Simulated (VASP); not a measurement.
Input:

```
CELL_PARAMETERS angstrom
      5.45338     0.00000     0.00000
      0.00000     5.45338     0.00000
      0.00000     0.00000     5.45147
ATOMIC_POSITIONS crystal
  Ga 0.00000 0.00000 0.00000
  Ga 0.50000 0.50000 0.00000
  P  0.25000 0.25000 0.24969
  P  0.75000 0.75000 0.24969
  P  0.75000 0.25000 0.75031
  P  0.25000 0.75000 0.75031
  Al 0.50000 0.00000 0.50000
  Al 0.00000 0.50000 0.50000
```

Method: PBEsol GGA, VASP's PBE PAW potentials (set 64) (plane waves; VASP). Numerical set-up: 400 eV cut-off, 5×5×5 Γ-centred mesh, tetrahedra with Blöchl corrections, potentials Ga_d P Al.

The cores are frozen, which limits the accuracy of field gradients.

Q: Give the principal components of the electric field gradient (V/Å²) and the asymmetry η at each nucleus.

A: 
```
atom   Vxx   Vyy    Vzz     η
----  ----  ----  -----  ----
Ga1   -0.1  -0.1    0.3     -
Ga2   -0.1  -0.1    0.3     -
P3    21.3   0.9  -22.1  0.92
P4    21.3   0.9  -22.1  0.92
P5    21.3   0.9  -22.1  0.92
P6    21.3   0.9  -22.1  0.92
Al7    0.1   0.1   -0.2     -
Al8    0.1   0.1   -0.2     -
```

The structure was generated: Al2Ga2P4 was put into an ordered model structure (P-4m2), which need not be its known phase. It was relaxed first.
